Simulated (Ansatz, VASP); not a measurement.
# Cross-check of TaSb2 between VASP and Ansatz, part 2 of 2

One calculation is typed for both programs; each brings its own data sets and cutoff. How far apart do they land? The cell is taken from a series of VASP runs on this material, whose earlier steps may have relaxed, scaled or displaced it; both programs get it as it stands.

VASP 6.6.1 and Ansatz 0.2.0.

So far. Step 3 (Ansatz: single point, PBEsol): The run ends at a pressure of -0.15 GPa, with forces up to 0.035 eV/Å.

## Step 5: VASP: band structure, PBEsol, spin-orbit coupling

Level of this step: PBEsol, spin-orbit coupling; plane waves and PAW (Ta_pv, Sb) (VASP).

With cell and atoms fixed, the geometry can't cause a difference; cores, projectors, grids and the points listed under the comparison can.

File INCAR:

```
SYSTEM = TaSb2
PREC = Accurate
ENCUT = 400
EDIFF = 1E-06
NELM = 100
ISMEAR = 0
SIGMA = 0.05
LREAL = .FALSE.
ALGO = Normal
GGA = PS
LNONCOLLINEAR = .TRUE.
MAGMOM = 0 0 0 0 0 0 0 0 0 0 0 0 0 0 0 0 0 0
NBANDS = 54
GGA_COMPAT = .FALSE.
LASPH = .TRUE.
LSORBIT = .TRUE.
LMAXMIX = 4
LORBIT = 11
LWAVE = .FALSE.
LCHARG = .FALSE.
KPAR = 4
```

File POSCAR:

```
TaSb2
1.0
    5.1171574945     -1.8183642879      0.0095185283
    5.1171574945      1.8183642879      0.0095185283
   -4.2154227015      0.0000000000      7.1302925838
Ta Sb
2 4
Direct
    0.8497042829      0.8497042829      0.8118814231
    0.1502957171      0.1502957171      0.1881185769
    0.1480743744      0.1480743744      0.5345757291
    0.8519256356      0.8519256356      0.4654242709
    0.4049162393      0.4049162393      0.1137224561
    0.5950837607      0.5950837607      0.8862775439
```

File KPOINTS:

```
Automatic mesh
0
Gamma
6 6 3
0 0 0
```

File KPOINTS_OPT:

```
Line mode
16
Line-mode
Reciprocal
  0.50000000   0.50000000  -0.50000000 X
  0.00000000   0.00000000   0.00000000 GAMMA

  0.00000000   0.00000000   0.00000000 GAMMA
  0.00000000   0.00000000   0.50000000 Y

  0.50000000   0.50000000   0.00000000 L
  0.00000000   0.00000000   0.00000000 GAMMA

  0.00000000   0.00000000   0.00000000 GAMMA
  0.00000000  -0.50000000   0.00000000 Z

  0.50000000   0.00000000  -0.50000000 N
  0.00000000   0.00000000   0.00000000 GAMMA

  0.00000000   0.00000000   0.00000000 GAMMA
  0.00000000  -0.50000000   0.50000000 M

  0.50000000   0.00000000   0.00000000 R
  0.00000000   0.00000000   0.00000000 GAMMA
```

PAW data sets: Ta_pv and Sb (PBE family, release 64).

On the command line:

```sh
$ mpirun -np 4 vasp_ncl
```

Numbers of over 12 decimals in the logs are rounded to 6 here.

The program printed:

```text
[banner, memory and clock lines left out]
running    4 mpi-ranks, on    1 nodes
[...]
[... a notice as in an earlier step ...]

 LDA part: xc-table for (Slater+PW92), standard interpolation
 POSCAR, INCAR and KPOINTS ok, starting setup
[...]
entering main loop
       N       E                     dE             d eps       ncg     rms          rms(c)
DAV:   1     0.291917117606E+03    0.29192E+03   -0.16294E+04  4208   0.113E+03
DAV:   2    -0.248612410514E+02   -0.31678E+03   -0.30658E+03  4280   0.299E+02
DAV:   3    -0.467882452468E+02   -0.21927E+02   -0.21334E+02  4478   0.730E+01
DAV:   4    -0.475304565495E+02   -0.74221E+00   -0.73340E+00  4520   0.128E+01
[...]
DAV:  12    -0.462585701927E+02   -0.94248E-06   -0.69632E-05  4336   0.406E-02    0.194E-02
DAV:  13    -0.462585717228E+02   -0.15301E-05   -0.48274E-06  4464   0.111E-02    0.779E-03
DAV:  14    -0.462585725282E+02   -0.80549E-06   -0.16481E-06  3268   0.702E-03
   1 F= -.46258573E+02 E0= -.46258157E+02  d E =-.831864E-03  mag=     0.0000     0.0000    -0.0000
 Start KPOINTS_OPT (optional k-point list driver)
k-point batch [1-34\112]
       N       E                     dE             ncg
DAV:   1     0.563678435303E+04   -0.85113E+03     4200
DAV:   2    -0.567035615625E+04   -0.11307E+05     4340
DAV:   3    -0.652345134206E+04   -0.85310E+03     4654
DAV:   4    -0.655594859759E+04   -0.32497E+02     4552
DAV:   5    -0.655702376382E+04   -0.10752E+01     4970
DAV:   6    -0.655704190539E+04   -0.18142E-01     4772
DAV:   7    -0.655704261675E+04   -0.71136E-03     5000
DAV:   8    -0.655704263331E+04   -0.16556E-04     4186
DAV:   9    -0.655704263394E+04   -0.62745E-06     3200
[...]
k-point batch [103-112\112]
       N       E                     dE             ncg
DAV:   1     0.164929555719E+05   -0.59393E+03     1240
DAV:   2     0.132090575634E+05   -0.32839E+04     1290
DAV:   3     0.129869630682E+05   -0.22209E+03     1306
DAV:   4     0.129789562512E+05   -0.80068E+01     1360
DAV:   5     0.129787158748E+05   -0.24038E+00     1356
DAV:   6     0.129787101912E+05   -0.56836E-02     1432
DAV:   7     0.129787099665E+05   -0.22465E-03     1358
DAV:   8     0.129787099569E+05   -0.96077E-05     1240
DAV:   9     0.129787099564E+05   -0.58544E-06      908
```

Parts of OUTCAR (step 5):

```text
  Total        0.2355707      0.0554289     -0.0249819      0.0000000      0.0000000     -0.0504490
  in kB        2.8412372      0.6685319     -0.3013086      0.0000000      0.0000000     -0.6084696
  external PRESSURE =       1.0694869 kB  Pullay stress =       0.0000000 kB

 POSITION                                       TOTAL-FORCE (eV/Angst)
 -----------------------------------------------------------------------------------
      5.27372      0.00000      5.80513        -0.018412      0.000000     -0.017252
      0.74517      0.00000      1.34420         0.018412      0.000000      0.017252
     -0.73802      0.00000      3.81450         0.010394      0.000000      0.039581
      6.75692      0.00000      3.33483        -0.010394      0.000000     -0.039581
      3.66465      0.00000      0.81858         0.007795      0.000000      0.010234
      2.35424      0.00000      6.33075        -0.007795      0.000000     -0.010234
 -----------------------------------------------------------------------------------
    total drift:                               -0.000014      0.000000      0.000000

  FREE ENERGIE OF THE ION-ELECTRON SYSTEM (eV)
  ---------------------------------------------------
  free  energy   TOTEN  =       -46.2585725282 eV

  energy  without entropy=      -46.2577406642  energy(sigma->0) =      -46.25815660

 magnetization (x)
# of ion       s       p       d       tot
------------------------------------------
    1        0.000   0.000   0.000   0.000
    2        0.000   0.000   0.000   0.000
    3        0.000   0.000   0.000   0.000
    4        0.000   0.000   0.000   0.000
    5        0.000   0.000   0.000   0.000
    6        0.000   0.000   0.000   0.000
--------------------------------------------------
tot          0.000   0.000   0.000   0.000

 magnetization (y)
# of ion       s       p       d       tot
------------------------------------------
    1       -0.000   0.000  -0.000  -0.000
    2       -0.000   0.000  -0.000  -0.000
    3        0.000   0.000   0.000   0.000
    4        0.000   0.000   0.000   0.000
    5       -0.000  -0.000   0.000  -0.000
    6       -0.000  -0.000   0.000  -0.000
--------------------------------------------------
tot         -0.000   0.000  -0.000  -0.000

 magnetization (z)
# of ion       s       p       d       tot
------------------------------------------
    1        0.000   0.000   0.000   0.000
    2        0.000   0.000   0.000   0.000
    3        0.000   0.000   0.000   0.000
    4        0.000   0.000   0.000   0.000
    5        0.000   0.000   0.000   0.000
    6        0.000   0.000   0.000   0.000
--------------------------------------------------
tot          0.000   0.000   0.000   0.000

[... 1 part as in an earlier step ...]

[... 2 further parts left out ...]
[key lines of the parts left out:]
E-fermi :   8.5676
```

The k-mesh is coarse for a metal.

The run ends at a pressure of 0.11 GPa, with forces up to 0.041 eV/Å.

## Step 6: Ansatz: band structure, PBEsol, spin-orbit coupling

The same cell, functional, mesh and smearing now go to Ansatz, which takes its cutoff from its data sets.

The cell is taken from a series of VASP runs on this material, whose earlier steps may have relaxed, scaled or displaced it; both programs get it as it stands.

File input.yaml:

```yaml
crystal:
  lattice:
    - [5.1171574945, -1.8183642879, 0.0095185283]
    - [5.1171574945, 1.8183642879, 0.0095185283]
    - [-4.2154227015, 0.0, 7.1302925838]
  atoms:
    - { symbol: Ta, position: [0.8497042829, 0.8497042829, 0.8118814231] }
    - { symbol: Ta, position: [0.1502957171, 0.1502957171, 0.1881185769] }
    - { symbol: Sb, position: [0.1480743744, 0.1480743744, 0.5345757291] }
    - { symbol: Sb, position: [0.8519256356, 0.8519256356, 0.4654242709] }
    - { symbol: Sb, position: [0.4049162393, 0.4049162393, 0.1137224561] }
    - { symbol: Sb, position: [0.5950837607, 0.5950837607, 0.8862775439] }
hamiltonian:
  xc: pbesol
  pseudopotentials: { kind: paw_fr }
magnetization:
  noncollinear: true
  spin_orbit: true
kpoints:
  mp_grid: { grid: [6, 6, 3] }
  band_path:
    path:
      - [0.5, 0.5, -0.5]
      - [0.4, 0.4, -0.4]
      - [0.26667, 0.26667, -0.26667]
      - [0.13333, 0.13333, -0.13333]
      - [0.0, 0.0, 0.0]
      - [0.0, 0.0, 0.1]
      - [0.0, 0.0, 0.2]
      - [0.0, 0.0, 0.33333]
      - [0.0, 0.0, 0.46667]
      - [0.43333, 0.43333, 0.0]
      - [0.3, 0.3, 0.0]
      - [0.16667, 0.16667, 0.0]
      - [0.06667, 0.06667, 0.0]
      - [0.0, -0.03333, 0.0]
      - [0.0, -0.16667, 0.0]
      - [0.0, -0.3, 0.0]
      - [0.0, -0.43333, 0.0]
      - [0.46667, 0.0, -0.46667]
      - [0.36667, 0.0, -0.36667]
      - [0.23333, 0.0, -0.23333]
      - [0.1, 0.0, -0.1]
      - [0.0, 0.0, 0.0]
      - [0.0, -0.13333, 0.13333]
      - [0.0, -0.26667, 0.26667]
      - [0.0, -0.36667, 0.36667]
      - [0.0, -0.5, 0.5]
      - [0.4, 0.0, 0.0]
      - [0.26667, 0.0, 0.0]
      - [0.13333, 0.0, 0.0]
      - [0.0, 0.0, 0.0]
    npoints: 1
scf:
  occupations: { method: gaussian, width: 0.05 }
  n_extra_bands: 18
output:
  forces: true
  stress: true
  eigenvalues: true
  write_density: true
  write_potential: true
  elf: true
  volumetric_format: npy
```

On the command line:

```sh
$ ansatz run input.yaml --threads 4 --pin off --max-ram 9216MiB --backend cpu --events-out ev --progress --plain --runs-dir out
```

The program printed:

```text
[...]
non-collinear run that drives no moment, with spin-orbit: no starting moment large enough to seed its density (crystal.atoms[].spin), no starting occupations that ask for one, no magnetisation constraint and no magnetic field, so the semilocal B_xc is pinned to zero
Crystal: 6 atoms, lattice volume = 132.839 Å³
[...]
k-point 1: bands = [... 82 lower, 13.7543, 13.7543, 14.0868, 14.0868, 15.3137, 15.3137, 16.2506, 16.2506, ... 14 higher]
  k-point 2: bands = [... 82 lower, 13.4790, 13.4790, 13.9921, 13.9921, 15.6681, 15.6681, 15.8307, 15.8307, ... 14 higher]
  k-point 33: bands = [... 82 lower, 14.4357, 14.4357, 14.7042, 14.7042, 15.0972, 15.0972, 15.8395, 15.8395, ... 14 higher]
[key lines of the parts left out:]
SCF converged after 9 iterations
Magnetization: |M| = 0.0000 μB,  M = (+0.0000, +0.0000, +0.0000) μB
Free energy (F): -45300.226563 eV
Fermi energy:    14.678202 eV
P = ⅓ Tr σ = -0.1965 GPa (-1.965 kbar)
```

Wall time 66 s (4 threads of Arm Neoverse V1, shared host); peak memory 1.6 GiB.

## Step 7: Side by side

What differs besides the data sets and the points named for the pairs above, as far as they apply: spin-orbit coupling enters by fully relativistic files in Ansatz and inside the spheres in VASP; the data sets hold 86 valence electrons in Ansatz (fully relativistic PAW (standard-fr) files) and 42 in VASP. Total energies have different zeros and are not compared.

The two programs side by side:

```tsv
quantity	Ansatz	VASP	difference
pressure (GPa)	-0.20	0.11	-0.30
pressure without Ansatz's Pulay correction (GPa)	-0.25	0.11	-0.35
```

At this near-relaxed geometry the largest component of a force difference is 20 meV/Å. Levels from 3 eV below to 2 eV above the Fermi level differ by 14 meV r.m.s. and 35 meV at most; each VASP level is matched to the nearest of Ansatz, which flatters the figure a little. Ansatz's pressure holds a Pulay correction of 0.05 GPa; VASP's holds none.

## Step 8: Results

- difference in pressure (single point, PBEsol): -0.18 GPa
- r.m.s. force difference (single point, PBEsol): 7 meV/Å
- r.m.s. difference of levels near the Fermi level (band structure, PBEsol, spin-orbit coupling): 14 meV
- r.m.s. force difference (band structure, PBEsol, spin-orbit coupling): 11 meV/Å

The r.m.s. force difference is 11 meV/Å (band structure, PBEsol, spin-orbit coupling), within the 12 meV/Å picked in this series as the mark of a large difference. How closely two codes agree says nothing of how well the functional describes the real material.

[Lines on the potential files, build, host, timing and source positions are cut from VASP's logs without a mark.]

[Logs are printed without paths, hosts, clocks, repeated set-up lines and the standing remarks that a program may print on its own settings, such as how far it seeks lower states.]

[Hosts, paths, dates, database ids (printed as entryN), source tags and the programs' standing remarks are cut or masked in the printed files.]
